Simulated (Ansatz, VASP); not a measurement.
One calculation of BaMg2H3, two programs

```
Ba Mg H
1.0
     3.70262    0.00000    0.00000
    -1.85131    3.20657    0.00000
     0.00000    0.00000    8.07421
Ba Mg H
1 2 3
Direct
  0.00000 0.00000 0.00000
  0.33333 0.66667 0.35746
  0.66667 0.33333 0.64254
  0.33333 0.66667 0.77487
  0.66667 0.33333 0.22513
  0.00000 0.00000 0.50000
```

Alike in both runs: functional PBE; k mesh 12 × 12 × 6; occupations gaussian, width 0.1 eV; no spin polarisation.

Ansatz relaxed the structure, and its values are those at the end. VASP's run is a single point on that final structure, the one shown.

|  | VASP | Ansatz |
| --- | --- | --- |
| version | VASP 6.6.1 | Ansatz 0.2.0 |
| potentials or method | VASP PAW PBE potentials, release 64 (Ba_sv, Mg, H) | scalar-relativistic, plane waves, PAW |
| plane-wave cutoff (eV) | 520 | 420 |
| valence electrons in the cell | 17 | 33 |

|  | VASP | Ansatz | Ansatz less VASP |
| --- | --- | --- | --- |
| gap on the k mesh at the Fermi level (eV) | none | none | - |
| pressure (GPa) | 0.3 | 0.0 | -0.27 |
| rms of the force components (eV/Å) | 0.015 | 0.000 | -0.0144 |

A gap of «none» marks a metal or a gap that the smearing closes. The functional is the same, so the differences come from potentials, cutoffs and numerics. The two sets of potentials don't hold the same shells in valence.

Spin-orbit coupling is left out, which matters for the levels of Ba.
